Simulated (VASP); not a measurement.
# TiTePbS: structure and properties in VASP, part 2 of 2

Aim: relax TiTePbS, then compute properties on the relaxed cell. The cell is invented: it takes the structure of a Materials Project entry for TePb2S (space group 123 there), with some of its atoms replaced by other elements, volume scaled by an estimate. It may not be a known or stable phase.

VASP 6.6.1, plane waves and PAW; the level of theory is named at each step.

So far. Step 5 (Band structure (revPBE)): There is no gap at this level. Step 6 (Total and projected DOS (revPBE)): The finer mesh and the other smearing move the Fermi level by -0.01 eV from the 5×5×3 run, a small shift, which tests the Fermi level alone. Of the states within 0.3 eV of the Fermi level, the largest shares in the PAW spheres are Ti d 70 %. The rest lies in smaller channels or between the spheres.

## Step 7: Band structure (r2SCAN) (continued)

Electronic bands along the path, in eV, zero at the Fermi level; # counts the bands kept:

```csv
point,#5,#6,#7,#8,#9,#10,#11,#12
Γ,-2.61,-2.48,-2.48,-1.30,-0.30,-0.02,-0.02,0.50
0.53 of the way,-3.22,-3.06,-2.60,-0.29,0.05,0.23,0.56,1.22
X,-3.89,-2.85,-1.36,0.10,0.41,0.43,0.55,0.74
0.53 of the way,-4.32,-3.73,-3.47,-0.39,-0.16,0.52,0.66,1.32
M,-4.34,-4.34,-3.58,-0.76,-0.76,0.52,0.64,0.90
0.47 of the way,-3.80,-3.38,-2.35,-0.44,0.23,0.42,0.49,0.66
Γ,-2.61,-2.48,-2.48,-1.30,-0.30,-0.02,-0.02,0.50
0.53 of the way,-2.76,-2.64,-2.64,-1.29,-0.30,0.13,0.13,0.90
Z,-2.77,-2.77,-2.31,-1.28,-0.30,0.23,0.23,0.67
0.47 of the way,-3.42,-3.35,-2.09,-0.44,0.27,0.58,0.90,0.98
R,-2.90,-2.81,-1.27,-0.08,0.33,0.35,0.42,1.28
0.53 of the way,-4.33,-3.77,-1.99,-0.02,0.53,0.57,0.59,1.37
A,-5.03,-4.10,-1.39,-0.23,-0.23,0.35,0.55,0.64
0.53 of the way,-3.78,-2.76,-1.77,0.02,0.11,0.27,0.76,1.14
Z,-2.77,-2.77,-2.31,-1.28,-0.30,0.23,0.23,0.67
jump to X,-3.89,-2.85,-1.36,0.10,0.41,0.43,0.55,0.74
0.47 of the way,-3.80,-2.87,-1.39,0.20,0.28,0.42,0.58,1.20
R,-2.90,-2.81,-1.27,-0.08,0.33,0.35,0.42,1.28
jump to M,-4.34,-4.34,-3.58,-0.76,-0.76,0.52,0.64,0.90
0.47 of the way,-4.62,-3.83,-3.49,-0.51,-0.51,0.54,0.64,0.86
A,-5.03,-4.10,-1.39,-0.23,-0.23,0.35,0.55,0.64
```

Of the projections kept (Pb, Te, Ti, S), the largest for each band there; the rest of the weight can lie on other orbitals:

```csv
point,#5,#6,#7,#8,#9,#10,#11,#12
Γ,S 0.66,Te 0.77,Te 0.77,Ti 0.94,Ti 0.96,Ti 0.99,Ti 0.99,Ti 0.97
X,S 0.92,S 0.93,S 0.65,Ti 1.00,Ti 0.99,Ti 0.93,Ti 0.73,Ti 0.48
M,Te 0.59,Te 0.59,S 0.96,Ti 0.96,Ti 0.96,Ti 0.96,Ti 1.00,Ti 0.93
Γ,S 0.66,Te 0.77,Te 0.77,Ti 0.94,Ti 0.96,Ti 0.99,Ti 0.99,Ti 0.97
Z,Te 0.92,Te 0.92,Te 0.65,Ti 0.95,Ti 0.96,Ti 0.97,Ti 0.97,Ti 0.46
R,S 0.90,Te 0.56,S 0.36,Pb 0.68,Ti 0.97,Pb 0.79,Ti 0.99,Pb 0.97
```

There is no gap at this level.

## Step 8: Starting orbitals for the hybrid

This step: PBE, no spin polarisation; plane waves and PAW (Pb_d, Te, Ti_sv, S); invented cell (VASP 6.6.1).

A hybrid converges badly from random orbitals, so a cheap semilocal run writes a WAVECAR on the same mesh first.

Contents of INCAR:

```
SYSTEM = TiTePbS
PREC = Accurate
ENCUT = 400
EDIFF = 1E-05
NELM = 100
ISMEAR = 0
SIGMA = 0.05
LREAL = .FALSE.
ALGO = Normal
GGA = PE
NBANDS = 25
LORBIT = 11
LWAVE = .TRUE.
LCHARG = .FALSE.
KPAR = 2
```

Contents of POSCAR:

```
TiTePbS
1.0
    4.1063267957      0.0000000000      0.0000000000
    0.0000000000      4.1063267957      0.0000000000
    0.0000000000      0.0000000000      6.1264836247
Pb Te Ti S
1 1 1 1
Direct
    0.5000000000      0.5000000000      0.5000000000
    0.5000000000      0.5000000000      0.0000000000
    0.0000000000      0.0000000000      0.0000000000
    0.0000000000      0.0000000000      0.5000000000
```

Contents of KPOINTS:

```
Automatic mesh
0
Gamma
4 4 3
0 0 0
```

PAW data sets: Pb_d, Te, Ti_sv and S (PBE family, release 64).

Command:

```
mpirun -np 2 vasp_std
```

Wall time 27 s (2 MPI ranks of AMD EPYC 7R43, shared host); peak memory 0.31 GiB; 46 s of CPU time.

Numbers from this step:

* SCF cycles: 17
* bands: 25
* free energy (TOTEN): -19.71 eV
* energy at zero smearing: -19.70 eV
* Fermi energy: 7.169 eV
* pressure: -1.246 GPa

The run ends at a pressure of -1.25 GPa.

## Step 9: Bands along the symmetry lines (HSE06)

This step: HSE06, no spin polarisation; plane waves and PAW (Pb_d, Te, Ti_sv, S); invented cell (VASP 6.6.1).

HSE06 mixes in a quarter of exact exchange at short range, at far higher cost; in semiconductors this cures much of the gap error, while metals seldom gain.

Contents of INCAR:

```
SYSTEM = TiTePbS
PREC = Accurate
ENCUT = 400
EDIFF = 1E-06
NELM = 100
ISMEAR = 0
SIGMA = 0.05
LREAL = .FALSE.
ALGO = Normal
LHFCALC = .TRUE.
AEXX = 0.25
GGA = PE
HFSCREEN = 0.2
LASPH = .TRUE.
NBANDS = 25
PRECFOCK = Fast
LORBIT = 11
LWAVE = .FALSE.
LCHARG = .FALSE.
KPAR = 2
```

POSCAR is that of step 8.

KPOINTS is that of step 8.

Contents of KPOINTS_OPT:

```
Line mode
6
Line-mode
Reciprocal
  0.00000000   0.00000000   0.00000000 GAMMA
  0.00000000   0.50000000   0.00000000 X

  0.00000000   0.50000000   0.00000000 X
  0.50000000   0.50000000   0.00000000 M

  0.50000000   0.50000000   0.00000000 M
  0.00000000   0.00000000   0.00000000 GAMMA

  0.00000000   0.00000000   0.00000000 GAMMA
  0.00000000   0.00000000   0.50000000 Z

  0.00000000   0.00000000   0.50000000 Z
  0.00000000   0.50000000   0.50000000 R

  0.00000000   0.50000000   0.50000000 R
  0.50000000   0.50000000   0.50000000 A

  0.50000000   0.50000000   0.50000000 A
  0.00000000   0.00000000   0.50000000 Z

  0.00000000   0.50000000   0.00000000 X
  0.00000000   0.50000000   0.50000000 R

  0.50000000   0.50000000   0.00000000 M
  0.50000000   0.50000000   0.50000000 A
```

The WAVECAR or CHGCAR of an earlier step is read.

Command:

```
mpirun -np 2 vasp_std
```

It took 41 min on 2 MPI ranks.

The run was cut off at its time limit.

The self-consistent loop had finished, and the limit fell in the path of KPOINTS_OPT; fewer path points or more time would be the way on.

## Step 10: Outcome

```
relaxed volume                            : 25.83 Å³/atom
relaxed conventional cell a, b, c         : 4.106, 4.106, 6.126 Å
space group after relaxing, within 0.02 Å : P4/mmm (No. 123)
band gap                                  : none, a metal
DOS at the Fermi level                    : 5.77 states/eV/cell
band gap (r2SCAN)                         : none, a metal
```

What this shows: With revPBE, TiTePbS relaxes to 25.83 Å³/atom in space group P4/mmm (held by the symmetry of the run) and comes out as a metal. Not obtained: bands along the symmetry lines (HSE06), because the run hit its time limit. Band structure (revPBE): Of the bands kept, 4 cross the Fermi level on this path. Band structure (r2SCAN): Of the bands kept, 4 cross the Fermi level on this path. The other levels ran on the cell relaxed with revPBE, and without spin-orbit coupling unless named. Spin-orbit coupling is left out, and with elements this heavy it would split and shift bands near the Fermi level. The k-sampling is coarse for a metal, so the Fermi level, pressures and the shape of the cell carry errors. Magnetism was not tested. No search among competing phases was made. All values are for a static lattice at zero temperature.

[Lines on the potential files, build, host, timing and source positions are cut from VASP's logs without a mark.]

[Logs are printed without paths, hosts, clocks, repeated set-up lines and the standing remarks that a program may print on its own settings, such as how far it seeks lower states.]

[Hosts, paths, dates, database ids (printed as entryN), source tags and the programs' standing remarks are cut or masked in the printed files.]

[A measured line is paired with the nearest computed mode of its activity, which favours agreement.]
